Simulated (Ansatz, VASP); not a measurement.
## Cross-check of H86C89O17 (amorphous poly(ether ketone) with methanol at 300 K) between VASP and Ansatz

Wanted: the spread between two codes on one cell, functional and k mesh. Of the first pair: The structure shown is the start of the Ansatz relaxation below; VASP solves that cell, so the two are compared at the walk's first step.

Program: Ansatz 0.2.0. Level of theory: plane waves, with VASP 6.6.1 beside it; single point at PBEsol. Results are calculated unless marked as measured.

## 1. Starting point

The cell holds 192 atoms: 89 C, 17 O and 86 H. Its edges and angles: a = 12.768 Å, b = 12.768 Å, c = 12.768 Å, α = 90.0°, β = 90.0°, γ = 90.0°. As first built, before any earlier steps moved the atoms (in the runner's words): 3 poly(ether ketone) chains of 2 units, 5 methanol placed at random, at 1.14 g/cm^3; overlaps pushed apart, then 20 ps at 800 K with MMFF94 bonds, angles, torsions, charges and radii (Halgren, J. Comput. Chem. 17, 490 (1996)) in harmonic and 12-6 forms; charges of ions scaled by 0.8. Snapshot after 30 ps at 300 K and fixed volume.

## 2. Ansatz: relaxation, PBEsol

Ansatz runs on its default PAW (the set named soft_2) files.

The two programs are compared at the cell with which this relaxation starts, whose forces are those of its first step.

input.yaml reads:

```yaml
crystal:
  lattice:
    - [12.76779, 0.0, 0.0]
    - [0.0, 12.76779, 0.0]
    - [0.0, 0.0, 12.76779]
  atoms:
    - { symbol: C, position: [0.66666, 0.10796, 0.4825] }
    - { symbol: C, position: [0.75436, 0.15381, 0.54794] }
    - { symbol: C, position: [0.74264, 0.15336, 0.65753] }
    - { symbol: C, position: [0.82129, 0.20048, 0.71695] }
    - { symbol: C, position: [0.90115, 0.25688, 0.67244] }
    - { symbol: C, position: [0.8972, 0.26823, 0.5626] }
    - { symbol: C, position: [0.8291, 0.21124, 0.49868] }
    - { symbol: C, position: [0.98836, 0.30373, 0.73143] }
    - { symbol: O, position: [0.02317, 0.38739, 0.70322] }
    - { symbol: C, position: [0.01752, 0.26164, 0.83443] }
    - { symbol: C, position: [0.05884, 0.33573, 0.90408] }
    - { symbol: C, position: [0.08312, 0.29984, 0.00531] }
    - { symbol: C, position: [0.08354, 0.1894, 0.02728] }
    - { symbol: C, position: [0.05416, 0.1209, 0.95359] }
    - { symbol: C, position: [0.02143, 0.15532, 0.85541] }
    - { symbol: O, position: [0.11964, 0.16154, 0.12631] }
    - { symbol: C, position: [0.05281, 0.09975, 0.18394] }
    - { symbol: C, position: [0.94651, 0.12173, 0.1909] }
    - { symbol: C, position: [0.88875, 0.0683, 0.2591] }
    - { symbol: C, position: [0.93341, 0.98994, 0.32382] }
    - { symbol: C, position: [0.03291, 0.95337, 0.30563] }
    - { symbol: C, position: [0.09317, 0.01185, 0.23544] }
    - { symbol: C, position: [0.85688, 0.93261, 0.39162] }
    - { symbol: O, position: [0.77304, 0.90593, 0.35031] }
    - { symbol: C, position: [0.88413, 0.89773, 0.49622] }
    - { symbol: C, position: [0.96579, 0.94721, 0.55032] }
    - { symbol: C, position: [0.9888, 0.91579, 0.6519] }
    - { symbol: C, position: [0.92451, 0.8458, 0.69985] }
    - { symbol: C, position: [0.8438, 0.79424, 0.65303] }
    - { symbol: C, position: [0.82248, 0.82354, 0.54943] }
[... 156 atom lines left out ...]
    - { symbol: C, position: [0.57966, 0.84837, 0.90741] }
    - { symbol: O, position: [0.62516, 0.7537, 0.88146] }
    - { symbol: H, position: [0.49606, 0.8492, 0.88443] }
    - { symbol: H, position: [0.62394, 0.91201, 0.86476] }
    - { symbol: H, position: [0.59088, 0.85994, 0.99379] }
    - { symbol: H, position: [0.59767, 0.70581, 0.93698] }
kpoints:
  mp_grid: { grid: [1, 1, 1] }
hamiltonian:
  xc: pbesol
scf:
  occupations: { method: fixed }
output:
  forces: true
relax:
  f_tol: 0.05
  max_steps: 200
  cell: {}
```

Started as:

```console
$ ansatz run input.yaml --threads 4 --pin off --max-ram 8192MiB --backend cpu --events-out ev --progress --plain --runs-dir out
```

Numbers of over 12 decimals in the logs are rounded to 6 here.

Log:

```text
Engine: ansatz 0.2.0, aarch64-unknown-linux-gnu
Pseudopotentials: kind: paw
Pseudopotential: C, paw, valence charge 4, recommended cutoff 420 eV (normal), C.paw.azcp
Pseudopotential: O, paw, valence charge 6, recommended cutoff 420 eV (normal), O.paw.azcp
Pseudopotential: H, paw, valence charge 1, recommended cutoff 420 eV (normal), H.paw.azcp
Functional definition: PBEsol
  exchange = pbesol_x
  correlation = pbesol_c
Crystal: 192 atoms, lattice volume = 2081.360 Å³
Basis set: ecut = 420 eV, 40651 PW (Γ), exchange–correlation on 180×180×180 points (8 copies of the dense FFT grid, shifted against one another)
Bands: 464, of which v1, the nominal top of the filled ones, is band 272 counted from 1 (271 counted from 0)
Symmetry: 1 space group operations
Space group: P1 (ITA 1), of the structure as read, at distance tolerance 1.3e-4 Å
k-points: 1
Non-local potential: C, projectors of the file, l = 0: 2, l = 1: 2, l = 2: 1
Non-local potential: O, projectors of the file, l = 0: 2, l = 1: 2, l = 2: 1
Non-local potential: H, projectors of the file, l = 0: 2, l = 1: 1
PAW form: soft (Blöchl's): semilocal exchange-correlation on the pseudo side does not see the compensation charge
PAW frozen core: C, regenerated for the run's functional, and the local potential with it (the file was generated under x = pbe(κ = 0.804, μ = 0.219515), c = pbe(β = 0.066725))
PAW frozen core: O, regenerated for the run's functional, and the local potential with it (the file was generated under x = pbe(κ = 0.804, μ = 0.219515), c = pbe(β = 0.066725))
PAW one-centre angular grid: C, 110 points (default); XC on 64 Gauss nodes
PAW one-centre angular grid: O, 110 points (default); XC on 64 Gauss nodes
PAW one-centre angular grid: H, 110 points (default); XC on 64 Gauss nodes
Initial density: superposition of atomic densities (neutral atoms: chi_scale 0, normalization atom), corrected by the library's trained network
Initial wavefunctions: pseudopotential atomic-orbital guess
Functional: x = pbesol(κ = 0.804, μ = 0.123457), c = pbesol(β = 0.046)
SCF iter   1: F=—  HF=-32816.228677 eV  |F-HF|=—  |Δ(HF+E_count)|=         —  Δρ=6.50e-3  dr2=9.19e-1  ethr=1.77e-3  ⟨swp⟩=5.0  Hψ=1455  notcnv=0  defer=190
preconditioner: auto → Resta (q_TF=auto, 2.182 Å⁻¹)  ε∞=2.5  [insulator: Δε(μ)=2.497 eV  Ē_g=15.560 eV  n_scr=364 (ndim 8)  ℏωp=18.9 eV  f_vac=0.232  ε∞_Penn≈2.5]
SCF iter   2: F=—  HF=-32816.043399 eV  |F-HF|=—  |Δ(HF+E_count)|=   1.85e-1  Δρ=2.77e-3  dr2=1.44e-1  ethr=1.69e-4  ⟨swp⟩=2.0  Hψ=743  notcnv=0  defer=190
SCF iter   3: F=—  HF=-32816.038004 eV  |F-HF|=—  |Δ(HF+E_count)|=   5.40e-3  Δρ=1.41e-3  dr2=4.47e-2  ethr=2.66e-5  ⟨swp⟩=2.0  Hψ=548  notcnv=0  defer=81
automatic band count: iteration 3 solves 355 bands in place of 464: the levels show a gap, and the empty bands left out lie too high to hold charge; the band table lists the bands solved (type scf.n_extra_bands for more)
SCF iter   4: F=—  HF=-32816.036000 eV  |F-HF|=—  |Δ(HF+E_count)|=   2.00e-3  Δρ=6.70e-4  dr2=1.05e-2  ethr=8.21e-6  ⟨swp⟩=3.0  Hψ=551  notcnv=0  defer=81
SCF iter   5: F=—  HF=-32816.035563 eV  |F-HF|=—  |Δ(HF+E_count)|=   4.36e-4  Δρ=2.11e-4  dr2=1.22e-3  ethr=1.93e-6  ⟨swp⟩=2.0  Hψ=634  notcnv=0  defer=81
SCF iter   6: F=—  HF=-32816.035930 eV  |F-HF|=—  |Δ(HF+E_count)|=   3.66e-4  Δρ=1.15e-4  dr2=3.06e-4  ethr=2.25e-7  ⟨swp⟩=2.0  Hψ=551  notcnv=0  defer=77
SCF iter   7: F=—  HF=-32816.035964 eV  |F-HF|=—  |Δ(HF+E_count)|=   3.41e-5  Δρ=4.67e-5  dr2=4.43e-5  ethr=5.62e-8  ⟨swp⟩=2.0  Hψ=548  notcnv=0  defer=77
SCF iter   8: F=—  HF=-32816.036209 eV  |F-HF|=—  |Δ(HF+E_count)|=   2.46e-4  Δρ=1.87e-5  dr2=7.03e-6  ethr=8.14e-9  ⟨swp⟩=2.0  Hψ=547  notcnv=0  defer=77
SCF iter   9: F=—  HF=-32816.036214 eV  |F-HF|=—  |Δ(HF+E_count)|=   4.26e-6  Δρ=6.26e-6  dr2=9.31e-7  ethr=1.29e-9  ⟨swp⟩=2.0  Hψ=547  notcnv=0  defer=77
SCF iter  10: F=—  HF=-32816.036214 eV  |F-HF|=—  |Δ(HF+E_count)|=   7.55e-7  Δρ=2.41e-6  dr2=1.53e-7  ethr=1.71e-10  ⟨swp⟩=2.0  Hψ=548  notcnv=0  defer=77
SCF iter  11: F=-32816.036215 eV  HF=-32816.036215 eV  |F-HF|=1.03e-8  |Δ(HF+E_count)|=   9.82e-8  Δρ=1.08e-6  dr2=2.68e-8  ethr=1.84e-11  ⟨swp⟩=4.0  Hψ=1111  notcnv=0
SCF 1 converged in 11 iterations: F = -32816.036215 eV  dr2 = 2.68e-8
  greatest PAW one-centre occupation: 0.878 electrons in one spin orbital (limit 2), on the O atom at site 8 (counted from 0), in its partial waves of l = 0
relax step   1: F+E_penalty+E_count = -32816.03621451 eV  Δ(F+E_penalty+E_count) = +0.000e0 eV  max|allowed force component| = 3.767e0 eV/Å  Δτ_max = 0.0000 Å  P = +2.240 GPa  Ω = 2081.360 Å³  (11 SCF iters, dr2 threshold 1.00e-7 eV, accepted)
Crystal: 192 atoms, lattice volume = 2129.856 Å³
Basis set: ecut = 420 eV, 41745 PW (Γ), exchange–correlation on 180×180×180 points (8 copies of the dense FFT grid, shifted against one another)
[...]
- { symbol: C, position: [0.309214, 0.358315, 0.254646] }
    - { symbol: H, position: [0.00984832, 0.538127, 0.504915] }
    - { symbol: H, position: [-0.0020173, 0.672210, 0.469984] }
    - { symbol: H, position: [0.988350, 0.580010, 0.375230] }
    - { symbol: H, position: [0.176256, 0.471336, 0.518987] }
    - { symbol: H, position: [0.362906, 0.484982, 0.485121] }
    - { symbol: H, position: [0.319507, 0.753899, 0.285949] }
    - { symbol: H, position: [0.132373, 0.743614, 0.324937] }
    - { symbol: H, position: [0.456334, 0.637673, 0.562065] }
    - { symbol: H, position: [0.593405, 0.593142, 0.681467] }
    - { symbol: H, position: [0.778995, 0.487780, 0.430470] }
    - { symbol: H, position: [0.642937, 0.539835, 0.308220] }
    - { symbol: H, position: [0.616151, 0.406978, 0.718267] }
    - { symbol: H, position: [0.610783, 0.355319, 0.901966] }
    - { symbol: H, position: [0.908518, 0.489489, 0.935611] }
    - { symbol: H, position: [0.913435, 0.542999, 0.748019] }
    - { symbol: H, position: [0.571425, 0.481930, 0.013556] }
    - { symbol: H, position: [0.413825, 0.447814, 0.117310] }
    - { symbol: H, position: [0.578557, 0.244166, 0.323012] }
    - { symbol: H, position: [0.737418, 0.276962, 0.214896] }
    - { symbol: H, position: [0.308643, 0.443305, 0.252125] }
    - { symbol: H, position: [0.252216, 0.328096, 0.311748] }
    - { symbol: H, position: [0.291106, 0.331976, 0.178162] }
    - { symbol: C, position: [0.210857, 0.164306, 0.471594] }
    - { symbol: C, position: [0.227501, 0.082262, 0.553669] }
    - { symbol: C, position: [0.252742, 0.981849, 0.528603] }
    - { symbol: C, position: [0.270881, 0.906253, 0.604640] }
    - { symbol: C, position: [0.266003, 0.929553, 0.708333] }
    - { symbol: C, position: [0.240267, 0.029656, 0.733627] }
    - { symbol: C, position: [0.220306, 0.104381, 0.657514] }
    - { symbol: C, position: [0.296755, 0.854976, 0.791722] }
    - { symbol: O, position: [0.323439, 0.885584, 0.874478] }
    - { symbol: C, position: [0.299105, 0.743266, 0.772065] }
    - { symbol: C, position: [0.218691, 0.693867, 0.725319] }
    - { symbol: C, position: [0.220893, 0.588549, 0.712106] }
    - { symbol: C, position: [0.306547, 0.532702, 0.741226] }
    - { symbol: C, position: [0.387189, 0.580468, 0.788425] }
    - { symbol: C, position: [0.382127, 0.684916, 0.805409] }
    - { symbol: O, position: [0.309203, 0.432259, 0.713781] }
    - { symbol: C, position: [0.365341, 0.360321, 0.766914] }
    - { symbol: C, position: [0.366024, 0.353040, 0.873853] }
    - { symbol: C, position: [0.418743, 0.272511, 0.921426] }
    - { symbol: C, position: [0.473244, 0.201563, 0.864366] }
    - { symbol: C, position: [0.471676, 0.211106, 0.757220] }
    - { symbol: C, position: [0.416983, 0.288906, 0.708471] }
    - { symbol: C, position: [0.540929, 0.123511, 0.913816] }
    - { symbol: O, position: [0.620902, 0.099668, 0.869448] }
    - { symbol: C, position: [0.511928, 0.077705, 0.016294] }
    - { symbol: C, position: [0.588070, 0.042856, 0.081916] }
    - { symbol: C, position: [0.564553, -0.00445838, 0.177368] }
    - { symbol: C, position: [0.461811, 0.979952, 0.207096] }
    - { symbol: C, position: [0.384856, 1.011953, 0.140945] }
    - { symbol: C, position: [0.409595, 0.061391, 0.047432] }
    - { symbol: O, position: [0.430007, 0.934379, 0.297769] }
    - { symbol: C, position: [0.506465, 0.901091, 0.366379] }
    - { symbol: H, position: [0.151405, 0.141415, 0.418914] }
    - { symbol: H, position: [0.281080, 0.178628, 0.424343] }
[...]
- { symbol: C, position: [1.049150, 0.672518, 0.078695] }
    - { symbol: O, position: [0.064299, 0.565703, 0.068771] }
[...]
- { symbol: C, position: [0.316859, 0.610510, 0.052999] }
    - { symbol: O, position: [0.262291, 0.517398, 0.040703] }
[...]
- { symbol: C, position: [0.729735, 0.718774, 0.158529] }
    - { symbol: O, position: [0.640073, 0.674729, 0.120843] }
[...]
- { symbol: C, position: [0.016562, 0.384609, 0.266259] }
    - { symbol: O, position: [0.958169, 0.462049, 0.215767] }
    - { symbol: H, position: [0.967806, 0.332454, 0.316302] }
    - { symbol: H, position: [0.071409, 0.423003, 0.314420] }
    - { symbol: H, position: [0.059333, 0.337694, 0.211503] }
    - { symbol: H, position: [0.907735, 0.427156, 0.172477] }
    - { symbol: C, position: [0.589859, 0.834342, 0.912657] }
    - { symbol: O, position: [0.610553, 0.727531, 0.920687] }
    - { symbol: H, position: [0.513690, 0.853349, 0.944761] }
    - { symbol: H, position: [0.591988, 0.859234, 0.830694] }
    - { symbol: H, position: [0.647062, 0.881315, 0.950733] }
    - { symbol: H, position: [0.615642, 0.707475, 0.994865] }
```

## 3. VASP: single point, PBEsol, start cell, pair 1

The same cell, functional and mesh now go to VASP, with its own data sets.

Lines of VASP's logs that name or quote its potential files are left out, and so is its time.

INCAR reads:

```
SYSTEM = H86C89O17
PREC = Accurate
ENCUT = 520
EDIFF = 1E-06
NELM = 120
ISMEAR = 0
SIGMA = 0.01
LREAL = Auto
ALGO = Normal
GGA = PS
NBANDS = 406
LORBIT = 11
LWAVE = .FALSE.
LCHARG = .FALSE.
ISIF = 2
LASPH = .TRUE.
GGA_COMPAT = .FALSE.
EFERMI = MIDGAP
```

POSCAR reads:

```
H86C89O17
1.0
   12.7677900000      0.0000000000      0.0000000000
    0.0000000000     12.7677900000      0.0000000000
    0.0000000000      0.0000000000     12.7677900000
C O H
89 17 86
Direct
    0.6666619673      0.1079591691      0.4825032367
    0.7543592117      0.1538089207      0.5479413430
    0.7426422270      0.1533624848      0.6575296116
    0.8212932700      0.2004810543      0.7169525815
    0.9011504732      0.2568807914      0.6724421376
    0.8972030398      0.2682296623      0.5626032383
    0.8291019824      0.2112425095      0.4986767483
    0.9883621206      0.3037330658      0.7314265037
    0.0175206516      0.2616427745      0.8344278845
    0.0588433864      0.3357276396      0.9040797194
    0.0831232343      0.2998404579      0.0053102377
    0.0835383414      0.1893984785      0.0272795840
    0.0541597254      0.1208979784      0.9535871126
    0.0214289239      0.1553205371      0.8554103725
    0.0528125854      0.0997510141      0.1839394288
    0.9465067956      0.1217281926      0.1909022626
    0.8887520863      0.0682968627      0.2590973066
    0.9334113421      0.9899363946      0.3238226819
    0.0329109423      0.9533678107      0.3056284604
    0.0931719585      0.0118501322      0.2354362031
    0.8568828278      0.9326124568      0.3916182832
    0.8841310830      0.8977277978      0.4962174347
    0.9657896942      0.9472116944      0.5503223346
    0.9888007243      0.9157888718      0.6518982533
    0.9245139527      0.8458002520      0.6998470370
    0.8438030387      0.7942408201      0.6530339236
    0.8224837658      0.8235411140      0.5494294627
    0.8640336346      0.8295562505      0.8719598302
    0.0503611040      0.6486713832      0.4684835825
    0.1567068381      0.6206085783      0.4306931740
[... 156 atom lines left out ...]
    0.0246479618      0.3390484963      0.2395481129
    0.9086928905      0.4506731392      0.1915210072
    0.4960607905      0.8491994308      0.8844287069
    0.6239372671      0.9120137471      0.8647620301
    0.5908775129      0.8599373893      0.9937898415
    0.5976680381      0.7058073480      0.9369828294
```

KPOINTS reads:

```
Automatic mesh
0
Gamma
1 1 1
0 0 0
```

Potentials, in the order of the species: C, O and H (PBE family, release 64).

Started as:

```console
$ export OMP_NUM_THREADS=3
$ mpirun -np 1 vasp_gam
```

Log:

```text
[banner, memory and clock lines left out]
running    1 mpi-ranks, on    1 nodes
[...]
Offloading initialized ...    1 GPUs detected
[...]
|                                                                             |
|               ----> ADVICE to this user running VASP <----                  |
|                                                                             |
|     You enforced a specific xc type in the INCAR file but a different       |
|     [... a line on the potential file left out ...]
|     I HOPE YOU KNOW WHAT YOU ARE DOING!                                     |
|                                                                             |

 LDA part: xc-table for (Slater+PW92), standard interpolation
 POSCAR, INCAR and KPOINTS ok, starting setup
[...]
entering main loop
       N       E                     dE             d eps       ncg     rms          rms(c)
DAV:   1     0.389926337139E+04    0.38993E+04   -0.28462E+05   820   0.124E+03
DAV:   2    -0.891336641132E+03   -0.47906E+04   -0.45224E+04  1024   0.295E+02
DAV:   3    -0.135063618039E+04   -0.45930E+03   -0.45387E+03  1008   0.932E+01
DAV:   4    -0.136232265107E+04   -0.11686E+02   -0.11634E+02  1008   0.166E+01
[...]
DAV:  17    -0.125341871801E+04   -0.22692E-05   -0.26699E-05   952   0.128E-02    0.716E-03
DAV:  18    -0.125341872174E+04   -0.37360E-05   -0.16720E-05   904   0.957E-03    0.720E-03
DAV:  19    -0.125341872192E+04   -0.17191E-06   -0.60185E-06   992   0.545E-03
   1 F= -.12534187E+04 E0= -.12534187E+04  d E =0.000000E+00
```

From OUTCAR (step 3):

```text
  FREE ENERGIE OF THE ION-ELECTRON SYSTEM (eV)
  ---------------------------------------------------
  free  energy   TOTEN  =     -1253.4187219158 eV

  energy  without entropy=    -1253.4187219158  energy(sigma->0) =    -1253.41872192
```

The run ends at a pressure of 2.54 GPa, with forces up to 4.2 eV/Å.

## 4. Side by side

Known differences besides the potentials themselves: fixed occupations in Ansatz, narrow Gaussian smearing in VASP; the cutoff is 420 eV in Ansatz and 520 eV in VASP (PREC = Accurate, projectors in real space); Ansatz makes its cores anew for this functional, VASP keeps those of its PBE data sets. Total energies have different zeros and are not compared.

Forces on 10 of the 192 atoms, those with the largest forces and the largest differences (eV/Å; atoms numbered as in POSCAR):

```tsv
atom	Ansatz x, y, z	VASP x, y, z
C8	-1.513, -0.018, 0.460	-1.710, -0.489, 0.621
C12	0.592, 3.767, 1.658	0.582, 3.831, 1.541
C25	0.678, -1.468, 3.022	0.670, -1.440, 2.921
C59	-0.484, 3.234, -0.697	-0.477, 3.230, -0.738
C61	1.165, -3.032, 2.556	1.179, -3.056, 2.580
C76	-1.689, 2.709, -1.545	-1.701, 2.706, -1.584
O90	0.975, 1.205, -0.806	1.188, 1.718, -0.978
O94	0.231, 0.035, -1.755	0.400, 0.189, -2.282
H119	-3.244, 0.671, 0.664	-3.256, 0.674, 0.666
H174	-2.967, -0.167, -2.164	-2.987, -0.169, -2.177
```

The forces differ by 81 meV/Å r.m.s., which is 8.6 % of the r.m.s. force of 0.943 eV/Å (both taken over all components).

[end of part 1 of 2]

[Lines on the potential files, build, host, timing and source positions are cut from VASP's logs without a mark.]

[Logs are printed without paths, hosts, clocks, repeated set-up lines and the standing remarks that a program may print on its own settings, such as how far it seeks lower states.]

[Hosts, paths, dates, database ids (printed as entryN), source tags and the programs' standing remarks are cut or masked in the printed files.]

[The MMFF94 radii named for the starting cell were scaled by 0.96; in molecules described by MMFF94, hydrogen bound to N, O or S took a small fixed 12-6 site in their place.]
